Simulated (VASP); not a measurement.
A convergence study with VASP on BN (zinc blende): one setting is varied, all else stays as given below, so the limit is that of these other settings.

```yaml
crystal:
  lattice:
    - [0.00000, 1.80750, 1.80750]
    - [1.80750, 0.00000, 1.80750]
    - [1.80750, 1.80750, 0.00000]
  atoms:
    - { symbol: B, position: [0.00000, 0.00000, 0.00000] }
    - { symbol: N, position: [0.25000, 0.25000, 0.25000] }
```

Method: PBEsol GGA, VASP's PBE PAW potentials (set 64) (plane waves; VASP). The tightest run used: 700 eV cut-off, 22×22×22 Γ-centred mesh, Gaussian smearing of 0.050 eV, potentials B N.

```
setting     E (eV/atom)  pressure (GPa)  irreducible k-points
----------  -----------  --------------  --------------------
1×1×1 mesh       3.4999          259.72                     1
2×2×2 mesh      -7.9567           20.56                     3
3×3×3 mesh      -8.9857            0.81                     4
4×4×4 mesh      -9.1387           -1.93                     8
```

Q: These are the cheaper rows. Estimate the results at 22×22×22 mesh, and how far the last row shown lies from them.

A: 
| quantity | tightest run | last row shown is off by |
|---|---|---|
| E (eV/atom) | -9.1773 | 0.0385 |
| pressure (GPa) | -2.62 | 0.69 |

Left out are rungs that failed or repeat a setting and relaxations that didn't move; long series are thinned to 24 rows.

The compound is BN in the zinc blende structure. The cell was not relaxed at this level.
